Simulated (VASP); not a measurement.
Al$_{3}$Sc (L1_2): the formation energy from VASP (plane waves, PAW) at several levels of theory. The references are the elements' solids at the same level; no temperature or zero-point terms are added.

| level | formation energy (eV/atom) |
|---|---|
| LDA | -0.493 |
| PBE | -0.453 |
| PBEsol | -0.466 |
| r2SCAN | -0.481 |

The cell of the LDA run:

Al3Sc is taken in the cubic space group Pm-3m (No. 221), the Cu3Au type structure, Pearson symbol cP4. Cell: a = b = c = 4.034 Å, α = β = γ = 90.00°. Sc on 1a has 12 Al at 2.853 Å and 6 Sc at 4.034 Å. Al on 3c sees 8 Al at 2.853 Å and 4 Sc at 2.853 Å (cuboctahedral). (Neighbours: up to the widest gap in distance over summed covalent radii, below 1.35, at either atom.)

Only levels that ran to the end are used. Left out are those held back, those with too coarse a band path, GW runs whose mesh misses a band edge, hybrids' fits of cells that aren't cubic and levels without matching references; a question may draw on a part of the rest.
